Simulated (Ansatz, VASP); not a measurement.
# Cross-check of Al38P12O87 (glassy 76Al2O3-24P2O5 (mol %)) between VASP and Ansatz

Wanted: the spread between two codes on one cell, functional and k mesh. Of the first pair: The structure shown is the start of the Ansatz relaxation below; VASP solves that cell, so the two are compared at the walk's first step.

Calculated with Ansatz 0.2.0; plane waves, with VASP 6.6.1 beside it; single point at PBE.

## 1. The structure

The cell holds 137 atoms: 38 Al, 12 P and 87 O. Cell: a = 12.072 Å, b = 11.851 Å, c = 12.025 Å, α = 89.3°, β = 92.1°, γ = 87.8°. As first built, before any earlier steps moved the atoms (in the runner's words): 137 atoms (38 Al, 12 P, 87 O) placed at random at 2.77 g/cm^3, melted at 4000 K for 10 ps at fixed volume with the Morse and Coulomb pair potential with partial charges (Pedone, Malavasi, Menziani, Cormack and Segre, J. Phys. Chem. B 110, 11780 (2006)). Quenched from 4000 K to 300 K at 50 K/ps and fixed volume, held 10 ps at zero pressure.

## 2. Ansatz: relaxation, PBE

Ansatz runs on its default PAW (the set named soft_2) files.

The two programs are compared at the cell with which this relaxation starts, whose forces are those of its first step.

File input.yaml:

```yaml
crystal:
  lattice:
    - [12.0679, 0.23254, -0.21945]
    - [0.23254, 11.84884, 0.07993]
    - [-0.21945, 0.07993, 12.02274]
  atoms:
    - { symbol: Al, position: [0.72626, 0.14841, 0.40137] }
    - { symbol: Al, position: [0.88019, 0.00864, 0.57258] }
    - { symbol: Al, position: [0.09634, 0.40576, 0.3327] }
    - { symbol: Al, position: [0.61396, 0.32782, 0.55598] }
    - { symbol: Al, position: [0.82433, 0.48694, 0.57993] }
    - { symbol: Al, position: [0.11443, 0.06057, 0.1558] }
    - { symbol: Al, position: [0.09727, 0.04919, 0.71199] }
    - { symbol: Al, position: [0.12981, 0.21858, 0.52571] }
    - { symbol: Al, position: [0.90745, 0.44227, 0.01808] }
    - { symbol: Al, position: [0.55118, 0.98639, 0.92373] }
    - { symbol: Al, position: [0.27833, 0.86097, 0.26396] }
    - { symbol: Al, position: [0.50644, 0.21811, 0.32533] }
    - { symbol: Al, position: [0.87721, 0.69654, 0.1521] }
    - { symbol: Al, position: [0.01288, 0.85898, 0.022] }
    - { symbol: Al, position: [0.32588, 0.07883, 0.60221] }
    - { symbol: Al, position: [0.50538, 0.4316, 0.78185] }
    - { symbol: Al, position: [0.30981, 0.11628, 0.33261] }
    - { symbol: Al, position: [0.70602, 0.87541, 0.42997] }
    - { symbol: Al, position: [0.36716, 0.2144, 0.94302] }
    - { symbol: Al, position: [0.13428, 0.27042, 0.86088] }
    - { symbol: Al, position: [0.34461, 0.73095, 0.61972] }
    - { symbol: Al, position: [0.88686, 0.66357, 0.88022] }
    - { symbol: Al, position: [0.19524, 0.0119, 0.9264] }
    - { symbol: Al, position: [0.14592, 0.31945, 0.09437] }
    - { symbol: Al, position: [0.4922, 0.18907, 0.75138] }
    - { symbol: Al, position: [0.73538, 0.86808, 0.73818] }
    - { symbol: Al, position: [0.80807, 0.01864, 0.95784] }
    - { symbol: Al, position: [0.99301, 0.86308, 0.79437] }
    - { symbol: Al, position: [0.8839, 0.26184, 0.61538] }
    - { symbol: Al, position: [0.08899, 0.58638, 0.96579] }
[... 101 atom lines left out ...]
    - { symbol: O, position: [0.69432, 0.96368, 0.86623] }
    - { symbol: O, position: [0.50041, 0.12688, 0.88607] }
    - { symbol: O, position: [0.93607, 0.82788, 0.13631] }
    - { symbol: O, position: [0.09564, 0.57189, 0.62257] }
    - { symbol: O, position: [0.20297, 0.58205, 0.87261] }
    - { symbol: O, position: [0.82778, 0.37931, 0.90647] }
kpoints:
  mp_grid: { grid: [1, 1, 1] }
hamiltonian:
  xc: pbe
scf:
  occupations: { method: fixed }
output:
  forces: true
  eigenvalues: true
  stress: true
relax:
  f_tol: 0.05
  max_steps: 70
```

Started as:

```bash
$ ansatz run input.yaml --threads 4 --pin off --max-ram 8192MiB --backend cpu --events-out ev --progress --plain --runs-dir out
```

Numbers of over 12 decimals in the logs are rounded to 6 here.

What it wrote:

```text
Warning: output.stress: scf.convergence.dr2_threshold = 1e-7 eV (the SCF's general default) is looser than the 1.08e-8 eV advised for a printed stress (1e-10 eV for each atom of the cell: 137, of which 108 are counted). What an SCF threshold leaves in a stress goes as its square root, and in the free energy as the threshold itself, and one threshold admits the most on a small cell: [figures from the program's tests c [...]
Engine: ansatz 0.2.0, x86_64-unknown-linux-gnu
Pseudopotentials: kind: paw
Pseudopotential: Al, paw, valence charge 3, recommended cutoff 420 eV (normal), Al.paw.azcp
Pseudopotential: P, paw, valence charge 5, recommended cutoff 420 eV (normal), P.paw.azcp
Pseudopotential: O, paw, valence charge 6, recommended cutoff 420 eV (normal), O.paw.azcp
Functional definition: PBE
  parameter kappa = 0.804
  parameter beta = 0.066725
  exchange = pbe_x(kappa = kappa, mu = beta*pi^2/3)
  correlation = pbe_c(beta = beta)
Crystal: 137 atoms, lattice volume = 1717.833 Å³
Basis set: ecut = 420 eV, 33563 PW (Γ), exchange–correlation on 162×160×162 points (8 copies of the dense FFT grid, shifted against one another)
Bands: 485, of which v1, the nominal top of the filled ones, is band 348 counted from 1 (347 counted from 0)
Symmetry: 1 space group operations
Space group: P1 (ITA 1), of the structure as read, at distance tolerance 1.2e-4 Å
k-points: 1
Non-local potential: Al, projectors of the file, l = 0: 2, l = 1: 2, l = 2: 1
Non-local potential: P, projectors of the file, l = 0: 2, l = 1: 2, l = 2: 2
Non-local potential: O, projectors of the file, l = 0: 2, l = 1: 2, l = 2: 1
PAW form: soft (Blöchl's): semilocal exchange-correlation on the pseudo side does not see the compensation charge
PAW one-centre angular grid: Al, 110 points (default); XC on 64 Gauss nodes
PAW one-centre angular grid: P, 110 points (default); XC on 64 Gauss nodes
PAW one-centre angular grid: O, 110 points (default); XC on 64 Gauss nodes
Initial density: superposition of atomic densities (neutral atoms: chi_scale 0, normalization atom), corrected by the library's trained network
Initial wavefunctions: pseudopotential atomic-orbital guess
Functional: x = pbe(κ = 0.804, μ = 0.219515), c = pbe(β = 0.066725)
SCF iter   1: F=—  HF=-79008.653513 eV  |F-HF|=—  |Δ(HF+E_count)|=         —  Δρ=2.20e-3  dr2=1.26e-1  ethr=1.77e-3  ⟨swp⟩=5.0  Hψ=1990  notcnv=0  defer=130
preconditioner: auto → Resta (q_TF=auto, 2.347 Å⁻¹)  ε∞=3.3  [insulator: Δε(μ)=3.579 eV  Ē_g=15.721 eV  n_scr=374 (ndim 8)  ℏωp=23.6 eV  f_vac=0.103  ε∞_Penn≈3.3]
SCF iter   2: F=—  HF=-79008.645054 eV  |F-HF|=—  |Δ(HF+E_count)|=   8.46e-3  Δρ=1.23e-3  dr2=3.07e-2  ethr=1.80e-5  ⟨swp⟩=3.0  Hψ=823  notcnv=0  defer=135
SCF iter   3: F=—  HF=-79008.651265 eV  |F-HF|=—  |Δ(HF+E_count)|=   6.21e-3  Δρ=5.48e-4  dr2=8.53e-3  ethr=4.41e-6  ⟨swp⟩=3.0  Hψ=621  notcnv=0  defer=135
SCF iter   4: F=—  HF=-79008.650974 eV  |F-HF|=—  |Δ(HF+E_count)|=   2.91e-4  Δρ=1.72e-4  dr2=6.59e-4  ethr=1.23e-6  ⟨swp⟩=3.0  Hψ=621  notcnv=0  defer=135
SCF iter   5: F=—  HF=-79008.651013 eV  |F-HF|=—  |Δ(HF+E_count)|=   3.94e-5  Δρ=1.12e-4  dr2=1.92e-4  ethr=9.46e-8  ⟨swp⟩=3.0  Hψ=775  notcnv=0  defer=135
SCF iter   6: F=-79008.650996 eV  HF=-79008.651000 eV  |F-HF|=4.46e-6  |Δ(HF+E_count)|=   1.29e-5  Δρ=3.86e-5  dr2=2.41e-5  ethr=8.98e-9  ⟨swp⟩=19.0  Hψ=3834  notcnv=0
SCF 1 converged in 6 iterations: F = -79008.650996 eV  dr2 = 2.41e-5
  greatest PAW one-centre occupation: 0.868 electrons in one spin orbital (limit 2), on the O atom at site 87 (counted from 0), in its partial waves of l = 0
relax step   1: F+E_penalty+E_count = -79008.65099598 eV  Δ(F+E_penalty+E_count) = +0.000e0 eV  max|allowed force component| = 5.203e-1 eV/Å  Δτ_max = 0.0000 Å  (6 SCF iters, dr2 threshold 6.25e-5 eV, accepted)
Initial density: handed on by an earlier stage of this run
Initial wavefunctions: those handed on with the density
iter 1 solved again at ethr=1.38e-5 eV; its pass at ethr=3.10e-3 eV (dr2=9.63e-2 eV) is discarded
[...]
- { symbol: Al, position: [0.858597, 0.055956, 0.250366] }
    - { symbol: Al, position: [0.275716, 0.329551, 0.684190] }
    - { symbol: Al, position: [0.038580, 0.473846, 0.721899] }
    - { symbol: Al, position: [0.412604, 0.016918, 0.123839] }
    - { symbol: Al, position: [0.602469, 0.449885, 0.236576] }
    - { symbol: Al, position: [0.336993, 0.391590, 0.291315] }
    - { symbol: Al, position: [0.650785, 0.115491, 0.137088] }
    - { symbol: Al, position: [0.432302, 0.788321, 0.028254] }
    - { symbol: P, position: [0.208652, 0.602521, 0.210522] }
    - { symbol: P, position: [0.084966, 0.696363, 0.594511] }
    - { symbol: P, position: [0.890140, 0.682868, 0.421796] }
    - { symbol: P, position: [0.689046, 0.641489, 0.753357] }
    - { symbol: P, position: [0.626765, 0.698813, 0.201345] }
    - { symbol: P, position: [0.076065, 0.992423, 0.394647] }
    - { symbol: P, position: [0.563934, 0.336960, 0.022426] }
    - { symbol: P, position: [0.866397, 0.255966, 0.860470] }
    - { symbol: P, position: [0.847530, 0.336751, 0.245147] }
    - { symbol: P, position: [0.443140, 0.905969, 0.458646] }
    - { symbol: P, position: [0.397650, 0.493657, 0.519289] }
    - { symbol: P, position: [0.326375, 0.617137, 0.856926] }
    - { symbol: O, position: [0.601438, 0.593934, 0.274027] }
    - { symbol: O, position: [0.636442, 0.804681, 0.274750] }
    - { symbol: O, position: [0.360602, 0.270222, 0.796945] }
    - { symbol: O, position: [0.801047, 0.776177, 0.442945] }
    - { symbol: O, position: [0.060774, 0.427912, 0.024293] }
    - { symbol: O, position: [0.866614, 0.793604, 0.806303] }
    - { symbol: O, position: [0.555134, 0.022957, 0.077846] }
    - { symbol: O, position: [0.00826161, 0.024766, 0.271794] }
    - { symbol: O, position: [0.736874, 0.676513, 0.144038] }
    - { symbol: O, position: [0.821161, 0.165217, 0.935861] }
    - { symbol: O, position: [0.358626, 0.681054, 0.962730] }
    - { symbol: O, position: [0.985070, 0.978940, 0.476247] }
    - { symbol: O, position: [0.234692, -0.011769, 0.634930] }
    - { symbol: O, position: [0.151232, 0.905909, 0.849027] }
    - { symbol: O, position: [0.434093, 0.099279, 0.245737] }
    - { symbol: O, position: [0.242210, 0.022182, 0.238087] }
    - { symbol: O, position: [0.403998, 0.620310, 0.540263] }
    - { symbol: O, position: [0.736202, 0.388878, 0.284721] }
    - { symbol: O, position: [0.947908, 0.391412, 0.300004] }
    - { symbol: O, position: [0.349694, 0.437823, 0.625195] }
    - { symbol: O, position: [0.146664, 0.363589, 0.748809] }
    - { symbol: O, position: [0.990718, 0.547838, 0.841904] }
    - { symbol: O, position: [0.046313, 0.764574, 0.691094] }
    - { symbol: O, position: [0.854806, 0.353051, 0.119126] }
[...]
- { symbol: O, position: [0.583240, 0.365912, 0.900212] }
    - { symbol: O, position: [0.588303, 0.565902, 0.744311] }
    - { symbol: O, position: [0.701153, 0.964579, 0.884788] }
    - { symbol: O, position: [0.499924, 0.127818, 0.882322] }
    - { symbol: O, position: [0.933273, 0.819314, 0.133047] }
    - { symbol: O, position: [0.086516, 0.569012, 0.620534] }
    - { symbol: O, position: [0.207722, 0.575308, 0.869754] }
    - { symbol: O, position: [0.838133, 0.376288, 0.902106] }
```

## 3. VASP: single point, PBE, start cell, pair 1

The same cell, functional and mesh now go to VASP, with its own data sets.

Lines of VASP's logs that name or quote its potential files are left out, and so is its time.

File INCAR:

```
SYSTEM = Al38P12O87
PREC = Accurate
ENCUT = 520
EDIFF = 1E-06
NELM = 120
ISMEAR = 0
SIGMA = 0.01
LREAL = Auto
ALGO = Normal
GGA = PE
NBANDS = 443
LORBIT = 11
LWAVE = .FALSE.
LCHARG = .FALSE.
ISIF = 2
LASPH = .TRUE.
GGA_COMPAT = .FALSE.
EFERMI = MIDGAP
```

File POSCAR:

```
Al38P12O87
1.0
   12.0679000000      0.2325400000     -0.2194500000
    0.2325400000     11.8488400000      0.0799300000
   -0.2194500000      0.0799300000     12.0227400000
Al P O
38 12 87
Direct
    0.7262630081      0.1484139353      0.4013740371
    0.8801898986      0.0086383485      0.5725788972
    0.0963428632      0.4057615281      0.3327036867
    0.6139576041      0.3278203297      0.5559822734
    0.8243301255      0.4869384905      0.5799325489
    0.1144280923      0.0605660652      0.1558022713
    0.0972669480      0.0491923175      0.7119935464
    0.1298104665      0.2185778185      0.5257134382
    0.9074506349      0.4422657552      0.0180815471
    0.5511760896      0.9863915334      0.9237339673
    0.2783265600      0.8609686146      0.2639632515
    0.5064406949      0.2181081305      0.3253339112
    0.8772118674      0.6965370442      0.1520976032
    0.0128837283      0.8589824630      0.0219973871
    0.3258829668      0.0788334159      0.6022099673
    0.5053831032      0.4316021441      0.7818524199
    0.3098096544      0.1162790011      0.3326108315
    0.7060209902      0.8754067116      0.4299739533
    0.3671632365      0.2143960577      0.9430160925
    0.1342766269      0.2704201482      0.8608813235
    0.3446102004      0.7309517507      0.6197172803
    0.8868617260      0.6635681647      0.8802222124
    0.1952396640      0.0118958167      0.9264023435
    0.1459180445      0.3194511201      0.0943701674
    0.4922001889      0.1890722018      0.7513762079
    0.7353833015      0.8680757710      0.7381840220
    0.8080663292      0.0186374567      0.9578382685
    0.9930082652      0.8630795667      0.7943721410
    0.8839033539      0.2618374335      0.6153791835
    0.0889870106      0.5863790256      0.9657914023
[... 101 atom lines left out ...]
    0.6943212522      0.9636812448      0.8662286431
    0.5004137033      0.1268824900      0.8860687389
    0.9360699270      0.8278811135      0.1363123554
    0.0956368534      0.5718870981      0.6225682808
    0.2029717544      0.5820530556      0.8726062986
    0.8277761971      0.3793075846      0.9064686944
```

File KPOINTS:

```
Automatic mesh
0
Gamma
1 1 1
0 0 0
```

Potentials, in the order of the species: Al, P and O (PBE family, release 64).

Started as:

```bash
$ export OMP_NUM_THREADS=3
$ mpirun -np 1 vasp_gam
```

What it wrote:

```text
[banner, memory and clock lines left out]
running    1 mpi-ranks, on    1 nodes
[...]
Offloading initialized ...    1 GPUs detected
[...]
LDA part: xc-table for (Slater+PW92), standard interpolation
 POSCAR, INCAR and KPOINTS ok, starting setup
[...]
entering main loop
       N       E                     dE             d eps       ncg     rms          rms(c)
DAV:   1     0.617748995691E+04    0.61775E+04   -0.40922E+05   902   0.154E+03
DAV:   2    -0.586549309591E+03   -0.67640E+04   -0.65466E+04  1081   0.368E+02
DAV:   3    -0.113665631869E+04   -0.55011E+03   -0.54589E+03  1052   0.111E+02
DAV:   4    -0.114808491101E+04   -0.11429E+02   -0.11372E+02  1060   0.174E+01
[...]
DAV:  17    -0.100535712050E+04    0.13937E-04   -0.20363E-04  1044   0.356E-02    0.225E-02
DAV:  18    -0.100535711484E+04    0.56511E-05   -0.55528E-05  1052   0.168E-02    0.103E-02
DAV:  19    -0.100535711497E+04   -0.12828E-06   -0.69088E-06  1036   0.507E-03
   1 F= -.10053571E+04 E0= -.10053571E+04  d E =0.000000E+00
```

From OUTCAR (step 3):

```text
  Total      -54.7702687    -54.9615182    -54.1267439     -1.8178919     -0.3829534     -0.3304795
  in kB      -51.0827787    -51.2611521    -50.4825802     -1.6954996     -0.3571705     -0.3082295
  external PRESSURE =     -50.9421703 kB  Pullay stress =       0.0000000 kB

 POSITION                                       TOTAL-FORCE (eV/Angst)
[...]
0.45690      9.20600      8.16410         0.299596     -0.341740     -0.414986
     10.39750      4.34140      1.31890         0.033894      0.053814      0.521856
      7.26590      5.40960      0.98650        -0.140901     -0.567487     -0.064798
      4.05660      5.72040      5.10440         0.492737      0.043565      0.354555
      9.15290      7.29970      7.70630        -0.269844     -0.079764      0.330046
      1.36060      4.21870      5.59550        -0.004064     -0.207071     -0.211872
      7.18550      2.74290      5.39320         0.145669      0.129699     -0.092813
     11.83590      3.35090     10.23470        -0.373999      0.046049     -0.025390
     11.25230      5.10110      7.63230        -0.086352      0.106823     -0.040257
      4.98590     10.30950      6.90210         0.058280      0.053376     -0.504652
      9.87180      1.98100      6.14030         0.038149     -0.087721      0.020755
      2.63680      3.58050     11.69360        -0.169533     -0.107252     -0.064290
      9.52500     12.02840      4.29100        -0.014497      0.112450     -0.039356
      7.72130      9.16360      8.64590         0.369861     -0.414189      0.110928
[...]
-----------------------------------------------------------------------------------
    total drift:                                0.054508      0.064542      0.029634

  FREE ENERGIE OF THE ION-ELECTRON SYSTEM (eV)
  ---------------------------------------------------
  free  energy   TOTEN  =     -1005.3571149723 eV

  energy  without entropy=    -1005.3571149723  energy(sigma->0) =    -1005.35711497

[... 3 further parts left out ...]
[key lines of the parts left out:]
E-fermi :   4.0699
```

The run ends at a pressure of -5.09 GPa, with forces up to 0.67 eV/Å.

## 4. Side by side

Known differences besides the potentials themselves: fixed occupations in Ansatz, narrow Gaussian smearing in VASP; the cutoff is 420 eV in Ansatz and 520 eV in VASP (PREC = Accurate, projectors in real space). Total energies have different zeros and are not compared.

Forces on 10 of the 137 atoms, those with the largest forces and the largest differences (eV/Å; atoms numbered as in POSCAR):

| atom | Ansatz x, y, z | VASP x, y, z |
| --- | --- | --- |
| P39 | -0.012, 0.009, 0.000 | -0.022, 0.107, 0.013 |
| O60 | 0.172, 0.199, -0.335 | 0.212, 0.248, -0.405 |
| O62 | 0.373, 0.141, -0.351 | 0.413, 0.173, -0.391 |
| O73 | 0.265, -0.306, -0.375 | 0.300, -0.342, -0.415 |
| O75 | -0.123, -0.502, -0.049 | -0.141, -0.567, -0.065 |
| O76 | 0.435, 0.042, 0.319 | 0.493, 0.044, 0.355 |
| O88 | -0.346, 0.520, 0.019 | -0.352, 0.565, -0.002 |
| O108 | -0.089, -0.288, -0.205 | -0.116, -0.365, -0.257 |
| O120 | 0.329, 0.178, 0.367 | 0.364, 0.200, 0.415 |
| O137 | 0.295, -0.443, -0.003 | 0.327, -0.491, -0.011 |

The forces differ by 27 meV/Å r.m.s., which is 14.2 % of the r.m.s. force of 0.189 eV/Å (both taken over all components).

## 5. Ansatz: relaxation, PBE

This run makes the geometry at which the two programs are then compared.

The structure compared here is the end of the Ansatz relaxation.

input.yaml is that of step 2.

Started as:

```bash
$ ansatz run input.yaml --threads 4 --pin off --max-ram 8192MiB --backend cpu --events-out ev --progress --plain --runs-dir out
```

What it wrote:

```text
[...]
Crystal: 137 atoms, lattice volume = 1717.833 Å³
Basis set: ecut = 420 eV, 33563 PW (Γ), exchange–correlation on 162×160×162 points (8 copies of the dense FFT grid, shifted against one another)
Bands: 485, of which v1, the nominal top of the filled ones, is band 348 counted from 1 (347 counted from 0)
Symmetry: 1 space group operations
[...]
k-points: 1
[...]
- { symbol: O, position: [0.636442, 0.804681, 0.274750] }
    - { symbol: O, position: [0.360602, 0.270222, 0.796945] }
    - { symbol: O, position: [0.801047, 0.776177, 0.442945] }
    - { symbol: O, position: [0.060774, 0.427912, 0.024293] }
    - { symbol: O, position: [0.866614, 0.793604, 0.806303] }
    - { symbol: O, position: [0.555134, 0.022957, 0.077846] }
    - { symbol: O, position: [0.00826161, 0.024766, 0.271794] }
[...]
- { symbol: O, position: [0.933273, 0.819314, 0.133047] }
    - { symbol: O, position: [0.086516, 0.569012, 0.620534] }
    - { symbol: O, position: [0.207722, 0.575308, 0.869754] }
    - { symbol: O, position: [0.838133, 0.376288, 0.902106] }
```

[end of part 1 of 2]

[Lines on the potential files, build, host, timing and source positions are cut from VASP's logs without a mark.]

[Logs are printed without paths, hosts, clocks, repeated set-up lines and the standing remarks that a program may print on its own settings, such as how far it seeks lower states.]

[Hosts, paths, dates, database ids (printed as entryN), source tags and the programs' standing remarks are cut or masked in the printed files.]
